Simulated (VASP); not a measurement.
Cd₂TeSe (space group P-4m2): the band gap from VASP (plane waves, PAW) at several levels of theory. Gaps are without spin-orbit coupling. Each level names its cell: its own relaxed one, PBE's, or the starting one. A gap is the smallest over the k-mesh and a band path; hybrids may have named points in place of the path, and GW has the mesh alone.

| level | band gap (eV) |
|---|---|
| LDA (own cell) | 0.38 |
| PBEsol (own cell) | 0.41 |
| HSE06 (PBE cell) | 1.25 |

The cell of the LDA (own cell) run:

```cif
data_Cd2SeTe
_chemical_formula_sum 'Cd2 Te1 Se1'
_space_group_name_H-M_alt 'P 1'
_space_group_IT_number 1
_cell_length_a 4.40030
_cell_length_b 4.40030
_cell_length_c 6.17613
_cell_angle_alpha 90.000
_cell_angle_beta 90.000
_cell_angle_gamma 90.000
loop_
_space_group_symop_operation_xyz
  'x, y, z'
loop_
_atom_site_label
_atom_site_type_symbol
_atom_site_fract_x
_atom_site_fract_y
_atom_site_fract_z
_atom_site_occupancy
Cd1 Cd 0.50000 0.00000 0.76745 1
Cd2 Cd 0.00000 0.50000 0.23255 1
Te1 Te 0.00000 0.00000 0.50000 1
Se1 Se 0.50000 0.50000 0.00000 1
```

Only levels that ran to the end are used. Left out are those held back, those with too coarse a band path, GW runs whose mesh misses a band edge, hybrids' fits of cells that aren't cubic and levels without matching references; a question may draw on a part of the rest.

The structure comes from a computed database's Cd2TeSe entry (P-4m2); how it stands against other phases isn't given here.
